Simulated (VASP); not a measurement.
Energy against volume of Al (fcc). These are MS2 meta-GGA, VASP's PBE PAW potentials (set 64) (plane waves; VASP) values and carry that method's errors. Numerical set-up: 520 eV cut-off, 16×16×16 Γ-centred mesh, first-order Methfessel-Paxton smearing of 0.10 eV, potentials Al.

```tsv
V (Å³/atom)	E (eV/atom)
15.634	-7.62710
16.118	-7.63194
16.601	-7.62909
17.085	-7.61967
```

Question: Fit these four points and predict the energy of the run at 15.151 Å³/atom.

Answer: A cubic in V^(−2/3), the third-order Birch-Murnaghan form, passes through the four points with V0 = 16.17 Å³/atom and B0 = 84 GPa, and gives -7.6132 eV/atom there. The run gave -7.6133 eV/atom, -0.0 meV/atom from the fit; all five points give B0 = 84 GPa.

The compound is Al in the fcc structure. It was relaxed first.
